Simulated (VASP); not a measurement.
An input for Ansatz (written as the equivalent of a VASP run, and not itself run):

Ansatz 0.2 input:
```yaml
crystal:
  lattice:
    - [0.0000000, 2.6950000, 2.6950000]
    - [2.6950000, 0.0000000, 2.6950000]
    - [2.6950000, 2.6950000, 0.0000000]
  atoms:
    - { symbol: Cd, position: [0.0003340, -0.0021710, -0.0021310] }
    - { symbol: F, position: [0.2466120, 0.2542770, 0.2521160] }
    - { symbol: F, position: [0.7530530, 0.7478940, 0.7500140] }
kpoints:
  mp_grid: { grid: [6, 6, 6] }
hamiltonian:
  xc: pbesol
  pseudopotentials: { kind: paw }
scf:
  occupations: { method: fermi_dirac, width: 0.02 }
  max_iter: 100
output: { forces: true, stress: true, eigenvalues: true }
```

### Question
Translate this input to VASP (INCAR, KPOINTS, POSCAR, choice of POTCAR).

### Answer
Several could match; the one computed here: 
**KPOINTS**
```
Automatic mesh
0
Gamma
6 6 6
0 0 0
```

POSCAR:
```
CdF2
5.390
  0.0000000000   0.5000000000   0.5000000000
  0.5000000000   0.0000000000   0.5000000000
  0.5000000000   0.5000000000   0.0000000000
Cd F
1 2
Cart
 -0.0021510000  -0.0008985000  -0.0009185000
  0.2531965000   0.2493640000   0.2504445000
  0.7489540000   0.7515335000   0.7504735000
```

### INCAR
```
! general
SYSTEM  = CdF2
PREC    = Accurate
ENCUT   = 400
LREAL   = F   ! projection in real space or not
LASPH   = T   ! aspherical one-centre terms

! electronic loop
EDIFF   = 1E-6
NELM    = 100
ALGO    = Normal   ! blocked Davidson
LMAXMIX = 4

! smearing
ISMEAR  = -1
SIGMA   = 0.02   ! width (eV)

! functional
GGA     = PS

! ions
ISIF    = 2   ! forces and stress, cell fixed

! output
LWAVE   = F
LCHARG  = F
```

POTCAR, in this order: Cd F (PBE.64 set). Program: vasp_std.

What does not carry over: each code has its own PAW files, so the cut-off isn't converted (ENCUT is set for VASP's; basis.ecutwfc is left out, and Ansatz then takes the one that its files recommend); Ansatz stops its SCF on the density residual and VASP on the energy change (EDIFF).

The structure is a typed CdF2 crystal. The cell was not relaxed at this level, atoms are displaced from their ideal sites.
